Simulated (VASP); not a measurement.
# PIr (Fm-3m) in VASP: notebook

The runs below take PIr through electric field gradients, with PBE, PBEsol.

All numbers are computed with VASP 6.6.1; they aren't measurements. Logs are shortened: lines on timing, memory, paths and dates and some standing lists are left out, and cuts for length are marked.

### 1 The structure

Symmetry: Fm-3m, No. 225, cubic system. Conventional cell: a = 4.930 Å, b = 4.930 Å, c = 4.930 Å, α = 90.00°, β = 90.00°, γ = 90.00°. Ir (site symmetry m-3m) is surrounded by 6 P at 2.46 Å. P (site symmetry m-3m) has 6 Ir at 2.46 Å as nearest neighbours.

The cell comes from a database or a generator and needn't be the stable form of this composition.

### 2 Electric field gradients, PBE

Input file INCAR:

```
ALGO     = Fast           # electronic algorithm
EDIFF    = 1E-8           # SCF threshold, eV
ENCUT    = 520            # plane-wave cutoff, eV
GGA      = PE             # functional
ISIF     = 2              # what is computed and relaxed
ISMEAR   = -1             # smearing method
LASPH    = True           # aspherical terms in the spheres
LCHARG   = False          # write CHGCAR
LEFG     = True         
LREAL    = False          # projectors in reciprocal space
LWAVE    = False          # write WAVECAR
NBANDS   = 14             # bands
NELM     = 100            # most SCF steps
PREC     = Accurate       # precision mode
SIGMA    = 0.05           # smearing width, eV
```

Input file KPOINTS:

```
k-points
0
Gamma
  13 13 13
```

Input file POSCAR:

```
PIr
1.0
    0.0000000000      2.4648029302      2.4648029302
    2.4648029302      0.0000000000      2.4648029302
    2.4648029302      2.4648029302      0.0000000000
Ir P
1 1
Direct
    0.0000000000      0.0000000000      0.0000000000
    0.5000000000      0.5000000000      0.5000000000
```

Potentials or basis: VASP PAW PBE potentials, release 64 (Ir, P).

Run with:

```sh
$ cat potpaw_PBE.64/Ir/POTCAR potpaw_PBE.64/P/POTCAR > POTCAR
$ mpirun -np 1 vasp_std > vasp.out
```

OUTCAR:

```text
EDIFF = 1E-8
   ENCUT = 520
   GGA = PE
   ISIF = 2
   ISMEAR = -1
   LASPH = True
   LREAL = False
   NELM = 100
   PREC = Accurate

 ion  position               nearest neighbor table
   1  0.000  0.000  0.000-   2 2.46   2 2.46   2 2.46   2 2.46   2 2.46   2 2.46
   2  0.500  0.500  0.500-   1 2.46   1 2.46   1 2.46   1 2.46   1 2.46   1 2.46

  LATTYP: Found a face centered cubic cell.
 ALAT       =     4.9296058604

  Lattice vectors:

 A1 = (   0.0000000000,   2.4648029302,   2.4648029302)
 A2 = (   2.4648029302,   0.0000000000,   2.4648029302)
 A3 = (   2.4648029302,   2.4648029302,   0.0000000000)

Analysis of symmetry for initial positions (statically):
=====================================================================
 Subroutine PRICEL returns:
 Original cell was already a primitive cell.

 Routine SETGRP: Setting up the symmetry group for a
 face centered cubic supercell.

 Subroutine GETGRP returns: Found 48 space group operations
 (whereof 48 operations were pure point group operations)
 out of a pool of 48 trial point group operations.

The static configuration has the point symmetry O_h .

Analysis of symmetry for dynamics (positions and initial velocities):
=====================================================================
 Subroutine PRICEL returns:
 Original cell was already a primitive cell.

 Routine SETGRP: Setting up the symmetry group for a
 face centered cubic supercell.

 Subroutine GETGRP returns: Found 48 space group operations
 (whereof 48 operations were pure point group operations)
 out of a pool of 48 trial point group operations.

The dynamic configuration has the point symmetry O_h .

 Subroutine INISYM returns: Found 48 space group operations
 (whereof 48 operations are pure point group operations),
 and found     1 'primitive' translations

----------------------------------------------------------------------------------------

                                     Primitive cell

  volume of cell :      29.9486

  direct lattice vectors                    reciprocal lattice vectors
     0.000000000  2.464802930  2.464802930    -0.202855974  0.202855974  0.202855974
     2.464802930  0.000000000  2.464802930     0.202855974 -0.202855974  0.202855974
[... 139 lines left out ...]
 fundamental gap:      0.0056489909
 Fermi energy:         8.9276942558

 k-point     1 :       0.0000    0.0000    0.0000
  band No.  band energies     occupation
      1      -5.0742      2.00000
      2       5.8192      2.00000
      3       5.8192      2.00000
      4       5.8192      2.00000
      5       5.9364      2.00000
      6       5.9364      2.00000
      7       9.1704      0.01547
      8       9.1704      0.01547
      9       9.1704      0.01547
     10      15.0198      0.00000
     11      19.1527      0.00000
     12      21.6938      0.00000
     13      21.6938      0.00000
     14      21.6938      0.00000
[... 377 lines left out ...]
      1      -2.3684      2.00000
      2       1.7339      2.00000
      3       3.6286      2.00000
      4       3.9935      2.00000
      5       7.0496      2.00000
      6       7.7174      2.00000
      7       8.3986      1.99995
      8      11.9680      0.00000
      9      12.8049      0.00000
     10      14.8945      0.00000
     11      16.1686      0.00000
     12      18.2600      0.00000
     13      19.9367      0.00000
     14      23.4388      0.00000

 [... further k-points ...]

------------------------ aborting loop because EDIFF is reached ----------------------------------------

  FORCE on cell =-STRESS in cart. coord.  units (eV):
  Direction    XX          YY          ZZ          XY          YZ          ZX
  --------------------------------------------------------------------------------------
  -------------------------------------------------------------------------------------
  Total        0.0782111      0.0782111      0.0782111      0.0000000     -0.0000000      0.0000000
  in kB        4.1841008      4.1841008      4.1841008      0.0000000     -0.0000000      0.0000000
  external PRESSURE =       4.1841008 kB  Pullay stress =       0.0000000 kB

 VOLUME and BASIS-vectors are now :
 -----------------------------------------------------------------------------
  energy-cutoff  :      520.00
  volume of cell :       29.95
      direct lattice vectors                 reciprocal lattice vectors
     0.000000000  2.464802930  2.464802930    -0.202855974  0.202855974  0.202855974
     2.464802930  0.000000000  2.464802930     0.202855974 -0.202855974  0.202855974
     2.464802930  2.464802930  0.000000000     0.202855974  0.202855974 -0.202855974

 POSITION                                       TOTAL-FORCE (eV/Angst)
 -----------------------------------------------------------------------------------
      0.00000      0.00000      0.00000        -0.000000      0.000000     -0.000000
      2.46480      2.46480      2.46480         0.000000     -0.000000      0.000000
 -----------------------------------------------------------------------------------
    total drift:                               -0.000000      0.000000      0.000000

  FREE ENERGIE OF THE ION-ELECTRON SYSTEM (eV)
  ---------------------------------------------------
  free  energy   TOTEN  =       -14.0414591449 eV

  energy  without entropy=      -14.0289825292  energy(sigma->0) =      -14.03522084

 Electric field gradients (V/A^2)
---------------------------------------------------------------------
 ion       V_xx      V_yy      V_zz      V_xy      V_xz      V_yz
---------------------------------------------------------------------
   1      -0.000    -0.000    -0.000     0.000     0.000     0.000
   2      -0.000    -0.000     0.000     0.000     0.000     0.000
---------------------------------------------------------------------

 Electric field gradients after diagonalization (V/A^2)
 (convention: |V_zz| > |V_xx| > |V_yy|)
----------------------------------------------------------------------
 ion       V_xx      V_yy      V_zz     asymmetry (V_yy - V_xx)/ V_zz
----------------------------------------------------------------------
   1      -0.000    -0.000     0.000       0.000
   2      -0.000    -0.000     0.000       0.000
----------------------------------------------------------------------

           NMR quadrupolar parameters

 Cq : quadrupolar parameter    Cq=e*Q*V_zz/h
 eta: asymmetry parameters     (V_yy - V_xx)/ V_zz
 Q  : nuclear electric quadrupole moment in mb (millibarn)
----------------------------------------------------------------------
 ion       Cq(MHz)       eta       Q (mb)
----------------------------------------------------------------------
   1       0.000       0.000       1.000
   2       0.000       0.000       1.000
----------------------------------------------------------------------
```

stdout:

```text
POSCAR found type information on POSCAR IrP
 POSCAR found :  2 types and       2 ions
 scaLAPACK will be used
 LDA part: xc-table for (Slater+PW92), standard interpolation
 POSCAR, INCAR and KPOINTS ok, starting setup
 FFT: planning ... GRIDC
 FFT: planning ... GRID_SOFT
 FFT: planning ... GRID
 WAVECAR not read
 entering main loop
ion   1

ion   2
```

It took 45 s on 1 thread of Intel Xeon Platinum 8259CL at 2.50GHz (Skylake/Cascade Lake), shared host; peak memory 0.18 GiB.

Results:

```yaml
Free_energy: -14.0415 eV
Pressure: 0.4 GPa
Band_gap_on_the_k_mesh: none (metal or under the smearing width)
```

Electric field gradients, principal values (V/Å²):
```
atom    Vxx    Vyy    Vzz
1 Ir  0.000  0.000  0.000
 2 P  0.000  0.000  0.000
```

The run has no spin-orbit coupling, so splittings on Ir are missing.

### 3 Electric field gradients, PBEsol

Input file INCAR:

```
ALGO = Normal
EDIFF = 1E-8
ENCUT = 520
GGA = PS
ISIF = 2
ISMEAR = -1
LASPH = True
LCHARG = False
LEFG = True
LREAL = False
LWAVE = False
NBANDS = 14
NELM = 100
PREC = Accurate
SIGMA = 0.05
```

KPOINTS is that of step 2.

POSCAR is that of step 2.

Potentials or basis: VASP PAW PBE potentials, release 64 (Ir, P).

Run with:

```sh
$ cat potpaw_PBE.64/Ir/POTCAR potpaw_PBE.64/P/POTCAR > POTCAR
$ mpirun -np 1 vasp_std > vasp.out
```

OUTCAR:

```text
EDIFF = 1E-8
   ENCUT = 520
   GGA = PS
   ISIF = 2
   ISMEAR = -1
   LASPH = True
   LREAL = False
   NELM = 100
   PREC = Accurate

 ion  position               nearest neighbor table
   1  0.000  0.000  0.000-   2 2.46   2 2.46   2 2.46   2 2.46   2 2.46   2 2.46
   2  0.500  0.500  0.500-   1 2.46   1 2.46   1 2.46   1 2.46   1 2.46   1 2.46

  LATTYP: Found a face centered cubic cell.
 ALAT       =     4.9296058604

  Lattice vectors:

 A1 = (   0.0000000000,   2.4648029302,   2.4648029302)
 A2 = (   2.4648029302,   0.0000000000,   2.4648029302)
 A3 = (   2.4648029302,   2.4648029302,   0.0000000000)

Analysis of symmetry for initial positions (statically):
=====================================================================
 Subroutine PRICEL returns:
 Original cell was already a primitive cell.

 Routine SETGRP: Setting up the symmetry group for a
 face centered cubic supercell.

 Subroutine GETGRP returns: Found 48 space group operations
 (whereof 48 operations were pure point group operations)
 out of a pool of 48 trial point group operations.

The static configuration has the point symmetry O_h .

Analysis of symmetry for dynamics (positions and initial velocities):
=====================================================================
 Subroutine PRICEL returns:
 Original cell was already a primitive cell.

 Routine SETGRP: Setting up the symmetry group for a
 face centered cubic supercell.

 Subroutine GETGRP returns: Found 48 space group operations
 (whereof 48 operations were pure point group operations)
 out of a pool of 48 trial point group operations.

The dynamic configuration has the point symmetry O_h .

 Subroutine INISYM returns: Found 48 space group operations
 (whereof 48 operations are pure point group operations),
 and found     1 'primitive' translations

----------------------------------------------------------------------------------------

                                     Primitive cell

  volume of cell :      29.9486

  direct lattice vectors                    reciprocal lattice vectors
     0.000000000  2.464802930  2.464802930    -0.202855974  0.202855974  0.202855974
     2.464802930  0.000000000  2.464802930     0.202855974 -0.202855974  0.202855974
     2.464802930  2.464802930  0.000000000     0.202855974  0.202855974 -0.202855974

  length of vectors
     3.485757732  3.485757732  3.485757732     0.351356854  0.351356854  0.351356854

  position of ions in fractional coordinates (direct lattice)
     0.000000000  0.000000000  0.000000000
     0.500000000  0.500000000  0.500000000

  ion indices of the primitive-cell ions
   primitive index   ion index
                 1           1
                 2           2

----------------------------------------------------------------------------------------

 KPOINTS: k-points

Automatic generation of k-mesh.
 Grid dimensions read from file:
 generate k-points for:   13   13   13

[... 81 lines left out ...]
   IMIX   =      4    mixing-type and parameters
     AMIX     =   0.40;   BMIX     =  1.00
     AMIX_MAG =   1.60;   BMIX_MAG =  1.00
  volume/ion in A,a.u.               =      14.97       101.05
  Fermi-wavevector in a.u.,A,eV,Ry     =   1.270551  2.400993 21.963870  1.614299
  Thomas-Fermi vector in A             =   2.403532
   LORBIT       =      0    0 simple, 1 ext, 2 COOP (PROOUT), +10 PAW based schemes
   GGA     = PS    functional components
   LHFCALC =     F    Hartree Fock is set to
   AEXX    =    0.0000 exact exchange contribution
   IVDW    =     0    specifies the selected vdW correction
   LEPSILON=     F    determine dielectric tensor
   LRPA    =     F    only Hartree local field effects (RPA)
 non-spin polarized calculation
  energy-cutoff  :      520.00
  volume of cell :       29.95
 maximum number of plane-waves:       869
 NGX is ok and might be reduce to    28
   NGX = 13   NGY = 13   NGZ = 13

 number of electron      14.0000002 magnetization

 Free energy of the ion-electron system (eV)
  ---------------------------------------------------
  ext. energy  EPLUGINS =         0.00000000
  ---------------------------------------------------
  free energy    TOTEN  =       -15.42801944 eV

  energy without entropy =      -15.41573572  energy(sigma->0) =      -15.42187758

 E-fermi :   8.8103     XC(G=0): -12.4568

 val. band max:        8.8098607602   @ k =  -0.1538   0.1538   0.0000
 cond. band min:       8.8141071718   @ k =   0.1538   0.0769   0.0000
 fundamental gap:      0.0042464117
 Fermi energy:         8.8102867027

 k-point     1 :       0.0000    0.0000    0.0000
  band No.  band energies     occupation
      1      -5.2028      2.00000
      2       5.6894      2.00000
      3       5.6894      2.00000
      4       5.6894      2.00000
      5       5.7933      2.00000
      6       5.7933      2.00000
      7       9.0758      0.00983
      8       9.0758      0.00983
      9       9.0758      0.00983
     10      14.8475      0.00000
     11      18.8876      0.00000
     12      21.6028      0.00000
     13      21.6028      0.00000
     14      21.6028      0.00000
[... 377 lines left out ...]
      1      -2.4723      2.00000
      2       1.5830      2.00000
      3       3.4915      2.00000
      4       3.8623      2.00000
      5       6.9244      2.00000
      6       7.5977      2.00000
      7       8.2774      1.99995
      8      11.8496      0.00000
      9      12.6581      0.00000
     10      14.7465      0.00000
     11      16.0380      0.00000
     12      18.1333      0.00000
     13      19.8134      0.00000
     14      23.3662      0.00000

 [... further k-points ...]

------------------------ aborting loop because EDIFF is reached ----------------------------------------

  FORCE on cell =-STRESS in cart. coord.  units (eV):
  Direction    XX          YY          ZZ          XY          YZ          ZX
  --------------------------------------------------------------------------------------
  -------------------------------------------------------------------------------------
  Total       -1.1204779     -1.1204779     -1.1204779     -0.0000000     -0.0000000      0.0000000
  in kB      -59.9428322    -59.9428322    -59.9428322     -0.0000000     -0.0000000      0.0000000
  external PRESSURE =     -59.9428322 kB  Pullay stress =       0.0000000 kB

 VOLUME and BASIS-vectors are now :
 -----------------------------------------------------------------------------
  energy-cutoff  :      520.00
  volume of cell :       29.95
      direct lattice vectors                 reciprocal lattice vectors
     0.000000000  2.464802930  2.464802930    -0.202855974  0.202855974  0.202855974
     2.464802930  0.000000000  2.464802930     0.202855974 -0.202855974  0.202855974
     2.464802930  2.464802930  0.000000000     0.202855974  0.202855974 -0.202855974

 POSITION                                       TOTAL-FORCE (eV/Angst)
 -----------------------------------------------------------------------------------
      0.00000      0.00000      0.00000        -0.000000      0.000000     -0.000000
      2.46480      2.46480      2.46480         0.000000     -0.000000      0.000000
 -----------------------------------------------------------------------------------
    total drift:                               -0.000000      0.000000      0.000000

  FREE ENERGIE OF THE ION-ELECTRON SYSTEM (eV)
  ---------------------------------------------------
  free  energy   TOTEN  =       -15.4280194405 eV

  energy  without entropy=      -15.4157357212  energy(sigma->0) =      -15.42187758

 Electric field gradients (V/A^2)
---------------------------------------------------------------------
 ion       V_xx      V_yy      V_zz      V_xy      V_xz      V_yz
---------------------------------------------------------------------
   1      -0.000     0.000    -0.000     0.000     0.000     0.000
   2       0.000    -0.000     0.000     0.000     0.000     0.000
---------------------------------------------------------------------

 Electric field gradients after diagonalization (V/A^2)
 (convention: |V_zz| > |V_xx| > |V_yy|)
----------------------------------------------------------------------
 ion       V_xx      V_yy      V_zz     asymmetry (V_yy - V_xx)/ V_zz
----------------------------------------------------------------------
   1      -0.000    -0.000     0.000       0.000
   2      -0.000    -0.000     0.000       0.000
----------------------------------------------------------------------

           NMR quadrupolar parameters

 Cq : quadrupolar parameter    Cq=e*Q*V_zz/h
 eta: asymmetry parameters     (V_yy - V_xx)/ V_zz
 Q  : nuclear electric quadrupole moment in mb (millibarn)
----------------------------------------------------------------------
 ion       Cq(MHz)       eta       Q (mb)
----------------------------------------------------------------------
   1       0.000       0.000       1.000
   2       0.000       0.000       1.000
----------------------------------------------------------------------
```

Run time: 34 s. Hardware: 1 thread of Intel Xeon Platinum 8259CL at 2.50GHz (Skylake/Cascade Lake), shared host; peak memory 0.18 GiB.

Results:

```yaml
Free_energy: -15.4280 eV
Pressure: -6.0 GPa
Band_gap_on_the_k_mesh: none (metal or under the smearing width)
```

Electric field gradients, principal values (V/Å²):
| atom | Vxx | Vyy | Vzz |
| --- | --- | --- | --- |
| 1 Ir | 0.000 | 0.000 | 0.000 |
| 2 P | 0.000 | 0.000 | 0.000 |

Caveat: the PAW data sets were made with another functional, which shifts forces and pressure a little.
